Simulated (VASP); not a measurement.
```cif
data_I4Na4
_chemical_formula_sum 'Na4 I4'
_space_group_name_H-M_alt 'Fm-3m'
_space_group_IT_number 225
_space_group_name_Hall '-F 4 2 3'
_cell_length_a 6.51329
_cell_length_b 6.51329
_cell_length_c 6.51329
_cell_angle_alpha 90.000
_cell_angle_beta 90.000
_cell_angle_gamma 90.000
loop_
_atom_site_label
_atom_site_type_symbol
_atom_site_symmetry_multiplicity
_atom_site_Wyckoff_symbol
_atom_site_fract_x
_atom_site_fract_y
_atom_site_fract_z
_atom_site_occupancy
Na1 Na 4 a 0.00000 0.00000 0.00000 1
I1 I 4 b 0.50000 0.50000 0.50000 1
```
(The calculation used a cell of 2 atoms; values per cell refer to that cell.)

Calculation: PBE GGA, VASP's PBE PAW potentials (set 64) (plane waves; VASP). Settings: 480 eV cut-off, 6×6×6 Γ-centred mesh, Gaussian smearing of 0.050 eV, potentials Na_pv I.

Each relaxation starts from this cell; other phases were not tried.

Problem. The cell is relaxed at 15 GPa. What happens?

Solution. The volume per atom goes from 34.54 to 23.51 Å³ (-31.9 %), and the cell becomes a = 5.730 Å, b = 5.730 Å, c = 5.730 Å, α = 90.00°, β = 90.00°, γ = 90.00°, space group Fm-3m. The gap on the mesh goes from 3.59 to 4.54 eV.

Problem. The cell is relaxed at 20 GPa. What happens?

Solution. The volume per atom goes from 34.54 to 22.12 Å³ (-35.9 %), and the cell becomes a = b = c = 5.615 Å, α = β = γ = 90.00°, space group Fm-3m. The gap on the mesh goes from 3.59 to 4.29 eV.

Failed runs are left out, and for metals the shear rows, which the mesh's noise covers.

The compound is NaI in the rock salt structure.
